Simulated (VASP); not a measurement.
All values below come from MS2 meta-GGA, VASP's PBE PAW potentials (set 64) (plane waves; VASP).

VASP input:

File KPOINTS:
```
Automatic mesh
0
Gamma
  8 8 8
```

### POSCAR
```
AgCl
1
    0.0000000000     2.7108664636     2.7108664636
    2.7108664636     0.0000000000     2.7108664636
    2.7108664636     2.7108664636     0.0000000000
Ag Cl
1 1
Direct
  0.0000000000   0.0000000000   1.0000000000
  0.5000000000   0.5000000000   0.5000000000
```

INCAR:
```
LASPH = T   ! aspherical one-centre terms
ENCUT = 520
LMAXMIX = 4   ! l cut-off of mixed one-centre charges
EDIFF = 1E-7
NELM = 100
LWAVE = F
ISIF = 2   ! forces and stress, cell fixed
METAGGA = MS2
PREC = Accurate
SYSTEM = AgCl
ALGO = Normal   ! blocked Davidson
ISMEAR = 0   ! Gaussian
SIGMA = 0.05   ! width (eV)
LMIXTAU = T
LCHARG = F
LREAL = F   ! projection in real space or not
```

POTCAR, in this order: Ag Cl (PBE.64 set). Program: vasp_std.

The resulting files:

OSZICAR:
```
       N       E                     dE             d eps       ncg     rms          rms(c)
DAV:   1     0.882266880216E+02    0.88227E+02   -0.83841E+03   754   0.120E+03
DAV:   2    -0.173058339305E+02   -0.10553E+03   -0.97787E+02   904   0.248E+02
DAV:   3    -0.217501697870E+02   -0.44443E+01   -0.44253E+01   879   0.574E+01
DAV:   4    -0.217773084490E+02   -0.27139E-01   -0.27135E-01   834   0.507E+00
DAV:   5    -0.217775915175E+02   -0.28307E-03   -0.28307E-03   854   0.513E-01    0.115E+01
DAV:   6    -0.649768734438E+01    0.15280E+02   -0.26651E+01   754   0.635E+01    0.912E+00
DAV:   7    -0.772358481430E+01   -0.12259E+01   -0.73412E-01   759   0.118E+01    0.583E+00
DAV:   8    -0.746406918231E+01    0.25952E+00   -0.72822E-01   769   0.125E+01    0.176E+00
DAV:   9    -0.762478741536E+01   -0.16072E+00   -0.10389E-01   754   0.403E+00    0.820E-01
DAV:  10    -0.750563658096E+01    0.11915E+00   -0.15639E-01   754   0.534E+00    0.614E-01
DAV:  11    -0.760795577873E+01   -0.10232E+00   -0.51169E-02   754   0.315E+00    0.380E-01
DAV:  12    -0.761205376619E+01   -0.40980E-02   -0.99146E-03   754   0.146E+00    0.658E-02
DAV:  13    -0.761195839330E+01    0.95373E-04   -0.97177E-04   764   0.367E-01    0.358E-02
DAV:  14    -0.761221719423E+01   -0.25880E-03   -0.20218E-04   764   0.189E-01    0.315E-02
DAV:  15    -0.761238505535E+01   -0.16786E-03   -0.13721E-04   754   0.170E-01    0.122E-02
DAV:  16    -0.761238167921E+01    0.33761E-05   -0.72260E-06   864   0.441E-02    0.237E-03
DAV:  17    -0.761238562620E+01   -0.39470E-05   -0.59170E-07   779   0.859E-03    0.176E-03
DAV:  18    -0.761238170821E+01    0.39180E-05   -0.27930E-07   746   0.774E-03    0.115E-03
DAV:  19    -0.761238375013E+01   -0.20419E-05   -0.29999E-08   387   0.248E-03    0.840E-04
DAV:  20    -0.761238331704E+01    0.43308E-06   -0.18533E-08   377   0.176E-03    0.323E-04
DAV:  21    -0.761238345603E+01   -0.13899E-06   -0.18667E-09   377   0.496E-04    0.279E-04
DAV:  22    -0.761238341823E+01    0.37807E-07   -0.12073E-09   377   0.539E-04
   1 F= -.76123834E+01 E0= -.76123834E+01  d E =-.624136E-17
```

### OUTCAR
```
------------------------ aborting loop because EDIFF is reached ----------------------------------------
  FORCE on cell =-STRESS in cart. coord.  units (eV):
  Direction    XX          YY          ZZ          XY          YZ          ZX
  --------------------------------------------------------------------------------------
  Total        0.8790396      0.8790396      0.8790396      0.0000000      0.0000000      0.0000000
  in kB       35.3479830     35.3479830     35.3479830      0.0000000      0.0000000      0.0000000
  external PRESSURE =      35.3479830 kB  Pullay stress =       0.0000000 kB
  volume of cell :       39.84
      direct lattice vectors                 reciprocal lattice vectors
     0.000000000  2.710866464  2.710866464    -0.184442873  0.184442873  0.184442873
     2.710866464  0.000000000  2.710866464     0.184442873 -0.184442873  0.184442873
     2.710866464  2.710866464  0.000000000     0.184442873  0.184442873 -0.184442873
  FREE ENERGIE OF THE ION-ELECTRON SYSTEM (eV)
  ---------------------------------------------------
  free  energy   TOTEN  =        -7.6123834182 eV

  energy  without entropy=       -7.6123834182  energy(sigma->0) =       -7.61238342
```
(Selected blocks of OUTCAR.)

The compound is AgCl in the rock salt structure. This cell is one point of a volume scan, at 0.94 of the reference volume.
